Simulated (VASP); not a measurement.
GaSb:

```xyz
2
Lattice="0.0000 3.0574 3.0574 3.0574 0.0000 3.0574 3.0574 3.0574 0.0000" Properties=species:S:1:pos:R:3 pbc="T T T"
Ga    6.1148    6.1148    6.1148
Sb    1.5287    1.5287    1.5287
```

The cell was built by a generator and needn't be a form met in nature.

Base run:

| Item | Value |
| --- | --- |
| Program | VASP 6.6.1 |
| Functional | TB-mBJ |
| Potentials or basis | VASP PAW PBE potentials, release 64 (Ga_d, Sb) |
| Cutoff | 520 eV |
| k mesh | 10 × 10 × 10 |
| Occupations | gaussian, width 0.03 eV |
| Spin | no spin polarisation |

Its results: band gap on the k mesh 0.87 eV, direct.

Problem. The run is repeated on the same cell with these changes: functional from TB-mBJ to r2SCAN. What comes out?

Solution. Band gap on the k mesh 0.46 eV, direct.

Caveats: spin-orbit coupling is left out, which moves the levels of the heavy elements.
